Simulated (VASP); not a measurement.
Ni:

```
CELL_PARAMETERS angstrom
0.00000 1.76194 1.76194
1.76194 0.00000 1.76194
1.76194 1.76194 0.00000
ATOMIC_POSITIONS crystal
Ni 0.00000 0.00000 0.00000
```

* Program: VASP 6.6.1
* Task: relaxation of cell and atoms
* Functional: PBE
* Potentials or basis: VASP PAW PBE potentials, release 64 (Ni)
* Cutoff: 520 eV
* k mesh: 20 × 20 × 20
* Occupations: gaussian, width 0.1 eV
* Spin: collinear spin, ferromagnetic start
* Starting moments: [0.8] μB
* Hubbard terms: Ni d U = 2.0 eV

At the start: pressure -4.1 GPa; volume 10.94 Å³/atom.

Task: Where does the relaxation end?

Result: Over 3 steps the energy falls by 3.5 meV/atom and the volume is 10.68 Å³/atom (-2.4 %); space group Fm-3m (No. 225, to 0.05 Å); moment 0.67 μB per cell.

Step by step:
| step | energy change (eV) | largest force (eV/Å) | pressure (GPa) | volume (Å³) |
| --- | --- | --- | --- | --- |
| 1 | 0.0000 | 0.0000 | -4.14 | 10.94 |
| 2 | -0.0016 | 0.0000 | 3.33 | 10.50 |
| 3 | -0.0035 | 0.0000 | 0.01 | 10.68 |

Final structure:
```
CELL_PARAMETERS angstrom
0.00000 1.74785 1.74785
1.74785 0.00000 1.74785
1.74785 1.74785 0.00000
ATOMIC_POSITIONS crystal
Ni 0.00000 0.00000 0.00000
```

Caveat: the U is typed as a test and isn't derived for this compound.
